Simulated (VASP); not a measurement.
Set up this calculation in VASP 6.6.1, as the native input.

* Task: Born charges and dielectric tensor
* Functional: PBE
* Potentials or basis: VASP PAW PBE potentials, release 64 (Cd, S)
* Cutoff: 520 eV
* k mesh: 4 × 4 × 4
* Occupations: gaussian, width 0.02 eV
* Spin: no spin polarisation
* Further INCAR settings: ALGO = Normal; EDIFF = 1e-08; IBRION = 8; NSW = 1

The structure of CdS lies in POSCAR:

```
CdS                                     
1.0
    0.0000000000      2.9711935637      2.9711935637
    2.9711935637      0.0000000000      2.9711935637
    2.9711935637      2.9711935637      0.0000000000
  Cd              S             
     1     1
Direct
     1.0000000000000000    1.0000000000000000    1.0000000000000000
     0.2500000000000000    0.2500000000000000    0.2500000000000000
```

One way to write it, as run:

INCAR

```
PREC = Accurate
ENCUT = 520
EDIFF = 1E-8
ISMEAR = 0
SIGMA = 0.02
LREAL = False
LASPH = True
NELM = 80
ALGO = Normal
ISIF = 2
LWAVE = False
LCHARG = False
GGA = PE
LEPSILON = True
IBRION = 8
NSW = 1
```

KPOINTS

```
Automatic mesh
0
Gamma
  4 4 4
```

Potentials or basis: VASP PAW PBE potentials, release 64 (Cd, S).

The run is started by

```bash
$ cat potpaw_PBE.64/Cd/POTCAR potpaw_PBE.64/S/POTCAR > POTCAR
$ mpirun -np 1 vasp_std > vasp.out
```

It gave:

```
Band gap on the k mesh                                  : 1.01 eV, direct
Electronic dielectric tensor (diagonal)                 : 12.68
Born charges (mean of the diagonal)                     : Cd +2.75; S -2.75 e
Highest phonon frequency at Γ, LO-TO splitting left out : 216 cm⁻¹
```

Caveat: the k mesh is coarse (spacing up to 0.46 Å⁻¹), so the values aren't converged.

It took 2.4 min on 1 thread of Intel(R) Xeon(R) Platinum 8375C CPU @ 2.90GHz (Ice Lake) (shared host), peak memory 0.22 GiB.
